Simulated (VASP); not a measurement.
# TaAs in VASP: the effect of functional

Slab: TaAs, a slab with vacuum.

```
Ta As
1.0
     3.44363    0.00000    0.00000
     0.00000    3.44363    0.00000
     0.00000    0.00000   24.77206
Ta As
4 4
Direct
  0.50000 0.50000 0.30276
  0.00000 0.50000 0.42120
  0.00000 0.00000 0.53964
  0.50000 0.00000 0.65808
  0.00000 0.00000 0.34192
  0.50000 0.00000 0.46036
  0.50000 0.50000 0.57880
  0.00000 0.50000 0.69724
```

Alike in all runs:

```yaml
Program: VASP 6.6.1
Task: work function
Cutoff: 520 eV
k_mesh: 6 × 6 × 1
Occupations: fermi-dirac, width 0.05 eV
Spin: no spin polarisation
```

```tsv
functional	potentials or basis	largest force (eV/Å)	work function (eV)
LDA	VASP PAW LDA potentials, release 64 (Ta_pv, As)	1.49	5.24
PBEsol	VASP PAW PBE potentials, release 64 (Ta_pv, As)	1.26	5.05
RPBE	VASP PAW PBE potentials, release 64 (Ta_pv, As)	0.96	4.88
revPBE	VASP PAW PBE potentials, release 64 (Ta_pv, As)	0.96	4.88
BLYP	VASP PAW PBE potentials, release 64 (Ta_pv, As)	1.11	4.70
PW91	VASP PAW PBE potentials, release 64 (Ta_pv, As)	?	?
```

Task: What does the run with functional PW91 give?

Result: Largest force 0.97 eV/Å; work function 5.03 eV.

Caveats: the PAW data sets were made with another functional, which shifts forces and pressure a little (some runs).

Runs at the PBE level aren't shown here.
